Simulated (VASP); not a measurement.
**KZnF3: structure and properties in VASP**

What structure does KZnF3 take at this level, and what are its properties? The steps: full relaxation (optPBE-vdW), second relaxation, density, ELF and potential (optPBE-vdW), band structure (optPBE-vdW), density of states (optPBE-vdW), bands along the symmetry lines (TB-mBJ), band structure (r2SCAN) and band structure (HSE06). The start is a cell from a database of measured crystal structures.

Method: optPBE-vdW; plane waves and PAW (Zn, K_sv, F), in the first sound run; inputs show where later runs differ, in VASP 6.6.1.

## 1. Starting point

Before any relaxation, the start is as follows. The structure is cubic, space group Pm-3m (No. 221). Conventional cell: a = 4.050 Å, b = 4.050 Å, c = 4.050 Å, α = 90.00°, β = 90.00°, γ = 90.00°. Nearest to Zn lie 6 F at 2.02 Å. Nearest to K lie 12 F at 2.86 Å. F has 2 Zn at 2.02 Å and 4 K at 2.86 Å nearest. Farther neighbours and most contacts between anions are not listed.

## 2. Full relaxation (optPBE-vdW)

The start need not lie at this functional's minimum. ISIF = 3 frees volume, shape and positions, and EDIFFG sets the threshold on forces and stress at which the search stops. optPBE-vdW pairs nonlocal correlation with a PBE-like exchange and tends to long distances. LUSE_VDW switches on a nonlocal correlation term for dispersion.

Contents of INCAR:

```
SYSTEM = KZnF3
PREC = Accurate
ENCUT = 520
EDIFF = 1E-06
NELM = 100
ISMEAR = -1
SIGMA = 0.05
LREAL = .FALSE.
ALGO = Normal
GGA = OR
AGGAC = 0
LUSE_VDW = .TRUE.
LASPH = .TRUE.
NBANDS = 27
LORBIT = 11
LWAVE = .FALSE.
LCHARG = .FALSE.
KPAR = 2
IBRION = 2
NSW = 60
ISIF = 3
EDIFFG = -0.01
```

Contents of POSCAR:

```
KZnF3
1.0
    4.0500000000      0.0000000000      0.0000000000
    0.0000000000      4.0500000000      0.0000000000
    0.0000000000      0.0000000000      4.0500000000
Zn K F
1 1 3
Direct
    0.5000000000      0.5000000000      0.5000000000
    0.0000000000      0.0000000000      0.0000000000
    0.5000000000      0.0000000000      0.5000000000
    0.0000000000      0.5000000000      0.5000000000
    0.5000000000      0.5000000000      0.0000000000
```

Contents of KPOINTS:

```
Automatic mesh
0
Gamma
5 5 5
0 0 0
```

PAW data sets: Zn, K_sv and F (PBE family, release 64).

Launch:

```console
$ mpirun -np 2 vasp_std
```

What it wrote:

```text
[banner, memory and clock lines left out]
running    2 mpi-ranks, on    1 nodes
 distrk:  each k-point on    1 cores,    2 groups
 distr:  one band on    1 cores,    1 groups

 POSCAR found type information on POSCAR ZnK F
 POSCAR found :  3 types and       5 ions
|                                                                             |
|               ----> ADVICE to this user running VASP <----                  |
|                                                                             |
|     You have switched on vdW-DFT.                                           |
|     This routine was written and supplied by Jiri Klimes. We recommend      |
|     that you carefully read and cite the following publications:            |
|       J. Klimes, D.R. Bowler, A. Michelides                                 |
|          J. Phys.: Cond Matt. 22 022201 (2010)                              |
|       J. Klimes, D.R. Bowler, A. Michelides                                 |
|          Phys. Rev. B. 83, 195131 (2011)                                    |
|     and references therein.                                                 |
|                                                                             |

|                                                                             |
|               ----> ADVICE to this user running VASP <----                  |
|                                                                             |
|     You enforced a specific xc type in the INCAR file but a different       |
|     [... a line on the potential file left out ...]
|     I HOPE YOU KNOW WHAT YOU ARE DOING!                                     |
|                                                                             |

 LDA part: xc-table for (Slater+PW92), standard interpolation
 POSCAR, INCAR and KPOINTS ok, starting setup
 FFT: planning ... GRIDC
 FFT: planning ... GRID_SOFT
 FFT: planning ... GRID
 WAVECAR not read
 entering main loop
       N       E                     dE             d eps       ncg     rms          rms(c)
DAV:   1     0.465896329194E+03    0.46590E+03   -0.22782E+04   540   0.187E+03
DAV:   2     0.289792069926E+02   -0.43692E+03   -0.42080E+03   599   0.473E+02
DAV:   3    -0.107868017136E+02   -0.39766E+02   -0.39551E+02   641   0.154E+02
DAV:   4    -0.117261273823E+02   -0.93933E+00   -0.93715E+00   853   0.215E+01
DAV:   5    -0.117400911512E+02   -0.13964E-01   -0.13955E-01   698   0.217E+00    0.119E+01
DAV:   6    -0.924266813202E+01    0.24974E+01   -0.79368E+00   775   0.375E+01    0.706E+00
DAV:   7    -0.931952775816E+01   -0.76860E-01   -0.15485E+00   594   0.818E+00    0.458E+00
DAV:   8    -0.933901854242E+01   -0.19491E-01   -0.58140E-01   708   0.159E+01    0.169E+00
DAV:   9    -0.930082299370E+01    0.38196E-01   -0.94440E-02   815   0.874E+00    0.673E-01
DAV:  10    -0.929608938231E+01    0.47336E-02   -0.82103E-02   775   0.676E+00    0.250E-01
DAV:  11    -0.929632147525E+01   -0.23209E-03   -0.12912E-02   618   0.113E+00    0.111E-01
DAV:  12    -0.929647745372E+01   -0.15598E-03   -0.53288E-04   653   0.313E-01    0.118E-01
DAV:  13    -0.929626622139E+01    0.21123E-03   -0.11272E-03   733   0.119E+00    0.308E-02
DAV:  14    -0.929628681588E+01   -0.20594E-04   -0.34114E-04   695   0.195E-01    0.109E-02
DAV:  15    -0.929628602107E+01    0.79481E-06   -0.10300E-05   672   0.282E-02    0.671E-03
DAV:  16    -0.929628516882E+01    0.85225E-06   -0.12798E-06   377   0.315E-02
   1 F= -.92962852E+01 E0= -.92962852E+01  d E =-.929629E+01
 curvature:   0.00 expect dE= 0.000E+00 dE for cont linesearch  0.000E+00
 trial: gam= 0.00000 g(F)=  0.000E+00 g(S)=  0.992E-01 ort = 0.000E+00 (trialstep = 0.100E+01)
 search vector abs. value=  0.992E-01
 bond charge predicted
       N       E                     dE             d eps       ncg     rms          rms(c)
DAV:   1    -0.105386121085E+02   -0.12423E+01   -0.22386E+01   602   0.624E+01    0.858E+00
DAV:   2    -0.946008519274E+01    0.10785E+01   -0.41652E+00   600   0.199E+01    0.240E+00
DAV:   3    -0.936376115926E+01    0.96324E-01   -0.14694E-01   642   0.966E+00    0.161E+00
DAV:   4    -0.934324670512E+01    0.20514E-01   -0.67588E-02   901   0.301E+00    0.937E-01
DAV:   5    -0.934218879388E+01    0.10579E-02   -0.70427E-03   794   0.679E-01    0.229E-01
DAV:   6    -0.934189918956E+01    0.28960E-03   -0.97371E-04   989   0.116E+00    0.401E-02
DAV:   7    -0.934189963340E+01   -0.44385E-06   -0.14288E-04   660   0.994E-02    0.259E-02
DAV:   8    -0.934189483331E+01    0.48001E-05   -0.29948E-05   861   0.955E-02    0.106E-02
DAV:   9    -0.934189240344E+01    0.24299E-05   -0.44779E-06   626   0.568E-02    0.326E-03
DAV:  10    -0.934189262484E+01   -0.22140E-06   -0.22242E-06   455   0.107E-02
   2 F= -.93418926E+01 E0= -.93418926E+01  d E =-.456075E-01
 trial-energy change:   -0.045607  1 .order   -0.047384   -0.099216    0.004447
 step:   0.9524(harm=  0.9571)  dis= 0.00000  next Energy=    -9.341999 (dE=-0.457E-01)
 bond charge predicted
       N       E                     dE             d eps       ncg     rms          rms(c)
DAV:   1    -0.934473839503E+01   -0.28460E-02   -0.50160E-02   649   0.287E+00    0.405E-01
DAV:   2    -0.934224456545E+01    0.24938E-02   -0.10116E-02   602   0.102E+00    0.111E-01
DAV:   3    -0.934203671533E+01    0.20785E-03   -0.31710E-04   647   0.492E-01    0.679E-02
DAV:   4    -0.934199315424E+01    0.43561E-04   -0.17223E-04   877   0.147E-01    0.396E-02
DAV:   5    -0.934199385412E+01   -0.69988E-06   -0.17550E-05   815   0.458E-02    0.998E-03
DAV:   6    -0.934199421891E+01   -0.36479E-06   -0.26233E-06   765   0.686E-02
   3 F= -.93419942E+01 E0= -.93419942E+01  d E =-.457091E-01
 curvature:  -0.47 expect dE=-0.148E-05 dE for cont linesearch -0.148E-05
 trial: gam=-0.00559 g(F)=  0.170E-65 g(S)=  0.314E-05 ort = 0.558E-03 (trialstep = 0.990E+00)
 search vector abs. value=  0.199E-09
 reached required accuracy - stopping structural energy minimisation
```

It took 4.4 min on 2 MPI ranks of AMD EPYC 7R43, shared host; peak memory 0.62 GiB; 8.7 min of CPU time.

Lines that name or quote the potential files are left out of all logs, and their timing lines are given in words.

Parts of OUTCAR (step 2):

```text
ion  position               nearest neighbor table
   1  0.500  0.500  0.500-   3 2.02   4 2.02   5 2.02   5 2.02   3 2.02   4 2.02
   2  0.000  0.000  0.000-
   3  0.500  0.000  0.500-   1 2.02   1 2.02
   4  0.000  0.500  0.500-   1 2.02   1 2.02
   5  0.500  0.500  0.000-   1 2.02   1 2.02

  LATTYP: Found a simple cubic cell.
 ALAT       =     4.0500000000

 Subroutine GETGRP returns: Found 48 space group operations
 (whereof 48 operations were pure point group operations)

The static configuration has the point symmetry O_h .

 Found     10 irreducible k-points:

   k-points           NKPTS =     10   k-points in BZ     NKDIM =     10   number of bands    NBANDS=     27

   dimension x,y,z NGX =    30 NGY =   30 NGZ =   30
   dimension x,y,z NGXF=    60 NGYF=   60 NGZF=   60

   ENCUT  =  520.0 eV  38.22 Ry    6.18 a.u.   7.53  7.53  7.53*2*pi/ulx,y,z

   NELECT =      42.0000    total number of electrons

 k-points in reciprocal lattice and weights: Automatic mesh
   0.00000000  0.00000000  0.00000000       0.008
   0.20000000  0.00000000  0.00000000       0.048
   0.40000000  0.00000000  0.00000000       0.048
   0.20000000  0.20000000  0.00000000       0.096
   0.40000000  0.20000000  0.00000000       0.192
   0.40000000  0.40000000  0.00000000       0.096
   0.20000000  0.20000000  0.20000000       0.064
   0.40000000  0.20000000  0.20000000       0.192
   0.40000000  0.40000000  0.20000000       0.192
   0.40000000  0.40000000  0.40000000       0.064

 average (electrostatic) potential at core
       1 -37.3313       2 -35.6531       3 -78.6326       4 -78.6326       5 -78.6326

 E-fermi :  -0.4866

 k-point     1 :       0.0000    0.0000    0.0000
  band No.  band energies     occupation
    ...
     17      -3.1616      2.00000
     18      -3.1616      2.00000
     19      -2.9820      2.00000
     20      -2.9820      2.00000
     21      -2.9820      2.00000
     22       2.3680      0.00000
     23       7.5166      0.00000
     24       7.5166      0.00000
     25       7.8996      0.00000
     26       9.7918      0.00000
    ...

 k-point     2 :       0.2000    0.0000    0.0000
  band No.  band energies     occupation
    ...
     17      -3.1355      2.00000
     18      -3.1355      2.00000
     19      -3.0610      2.00000
     20      -2.9735      2.00000
     21      -2.9735      2.00000
     22       3.0912      0.00000
     23       7.6448      0.00000
     24       7.8073      0.00000
     25       8.3743      0.00000
     26       9.7820      0.00000
    ...

 k-point     3 :       0.4000    0.0000    0.0000
  band No.  band energies     occupation
    ...
     17      -3.1280      2.00000
     18      -3.1280      2.00000
     19      -2.9920      2.00000
     20      -2.9278      2.00000
     21      -2.9278      2.00000
     22       4.5907      0.00000
     23       7.1653      0.00000
     24       8.3135      0.00000
     25       9.7628      0.00000
     26       9.7628      0.00000
    ...

Total vdW correction in eV:      9.3179014

  Total        0.0104089      0.0104089      0.0104089     -0.0000000      0.0000000     -0.0000000
  in kB        0.2386543      0.2386543      0.2386543     -0.0000000      0.0000000     -0.0000000
  external PRESSURE =       0.2386543 kB  Pullay stress =       0.0000000 kB

  energy-cutoff  :      520.00
  volume of cell :       69.88
      direct lattice vectors                 reciprocal lattice vectors
     4.118905627  0.000000000  0.000000000     0.242782936 -0.000000000  0.000000000
     0.000000000  4.118905627  0.000000000    -0.000000000  0.242782936 -0.000000000
    -0.000000000  0.000000000  4.118905627    -0.000000000 -0.000000000  0.242782936

 POSITION                                       TOTAL-FORCE (eV/Angst)
 -----------------------------------------------------------------------------------
      2.05945      2.05945      2.05945        -0.000000      0.000000      0.000000
      0.00000      0.00000      0.00000         0.000000      0.000000      0.000000
      2.05945      0.00000      2.05945        -0.000000      0.000000      0.000000
     -0.00000      2.05945      2.05945        -0.000000      0.000000      0.000000
      2.05945      2.05945      0.00000         0.000000      0.000000      0.000000
 -----------------------------------------------------------------------------------
    total drift:                                0.000000      0.000000     -0.000000

  FREE ENERGIE OF THE ION-ELECTRON SYSTEM (eV)
  ---------------------------------------------------
  free  energy   TOTEN  =        -9.3419942189 eV

  energy  without entropy=       -9.3419942188  energy(sigma->0) =       -9.34199422

Total vdW correction in eV:      9.3179191

 reached required accuracy - stopping structural energy minimisation

 total charge
# of ion       s       p       d       tot
------------------------------------------
    1        0.326   0.334   9.937  10.597
    2        1.951   5.567   0.020   7.538
    3        1.731   4.360   0.000   6.091
    4        1.731   4.360   0.000   6.091
    5        1.731   4.360   0.000   6.091
--------------------------------------------------
tot          7.471  18.982   9.957  36.410

[... 3 further parts left out ...]
```

The gap is read on the k-mesh alone, so it is an upper bound where the band edges lie off the mesh. The PAW data sets were made with PBE, which is usual practice but a small mismatch for other functionals. The run keeps the 48 symmetry operations of its start, so it cannot find a distortion of lower symmetry.

Relaxation path:

```csv
step,energy less that of the first step (eV),largest force (eV/Å),pressure (GPa),volume (Å³)
1,0.0000,0.0000,4.47,66.43
2,-0.0456,0.0000,-0.19,70.05
3,-0.0457,0.0000,0.02,69.88
```

```csv
"conventional cell, symmetrised",before,after,change
a (Å),4.050,4.119,+1.7 %
b (Å),4.050,4.119,+1.7 %
c (Å),4.050,4.119,+1.7 %
volume (Å³/atom),13.29,13.98,+5.2 %
```

The relaxed structure:

```xyz
5
Lattice="4.1189 0.0000 0.0000 0.0000 4.1189 0.0000 0.0000 0.0000 4.1189" Properties=species:S:1:pos:R:3 pbc="T T T"
Zn    2.0595    2.0595    2.0595
K     0.0000    0.0000    0.0000
F     2.0595    0.0000    2.0595
F     0.0000    2.0595    2.0595
F     2.0595    2.0595    0.0000
```

A gap read on the k-mesh alone can miss the band edges.

This step gave:

```yaml
electrons: 42
bands: 27
irreducible_k_points: 10
symmetry_operations: 48
free_energy_toten: -9.342 eV
fermi_energy: -0.4866 eV
pressure: 0.02387 GPa
metallic: no
valence_top_at_k: 0.4, 0.4, 0
conduction_bottom_at_k: 0, 0, 0
least_direct_gap_at_k: 0, 0, 0
scf_cycles_over_all_ionic_steps: 32
gap_on_the_k_mesh: 3.990 eV
least_direct_gap_on_the_k_mesh: 5.35 eV
```

It ends with forces that vanish by symmetry and a pressure of 0.02 GPa. The volume lies +5.2 % from that of the database's start.

(Part 1 of 5 ends here.)

[Lines on the potential files, build, host, timing and source positions are cut from VASP's logs without a mark.]

[Logs are printed without paths, hosts, clocks, repeated set-up lines and the standing remarks that a program may print on its own settings, such as how far it seeks lower states.]

[Hosts, paths, dates, database ids (printed as entryN), source tags and the programs' standing remarks are cut or masked in the printed files.]

[A measured line is paired with the nearest computed mode of its activity, which favours agreement.]
